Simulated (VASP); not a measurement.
Data:

```yaml
crystal:
  lattice:
    - [0.00000, 3.10437, 3.10437]
    - [3.10437, 0.00000, 3.10437]
    - [3.10437, 3.10437, 0.00000]
  atoms:
    - { symbol: Mg, position: [0.25000, 0.25000, 0.25000] }
    - { symbol: Mg, position: [0.75000, 0.75000, 0.75000] }
    - { symbol: Si, position: [0.00000, 0.00000, 0.00000] }
```

Method: rev-vdW-DF2, VASP's PBE PAW potentials (set 64) (plane waves; VASP 6.6.1). Numerical set-up: 520 eV cut-off, 6×6×6 Γ-centred mesh, Gaussian smearing of 0.050 eV, potentials Mg Si.

Problem. Predict the energy per atom (σ→0), pressure, band gap (on the k-mesh) with the smallest direct gap where there is one.

Solution. 
```
Quantity                                         Result
-----------------------------------  ------------------
band gap (on the k-mesh)                        0.14 eV
smallest direct gap (on the k-mesh)             2.17 eV
energy per atom (σ→0)                -173.5 kJ/mol-atom
pressure                                       3.86 GPa
```

Total energies compare only between runs with the same potentials, cut-off and functional.

The compound is Mg2Si in the antifluorite structure. This cell is one point of a volume scan, at 0.94 of the reference volume.
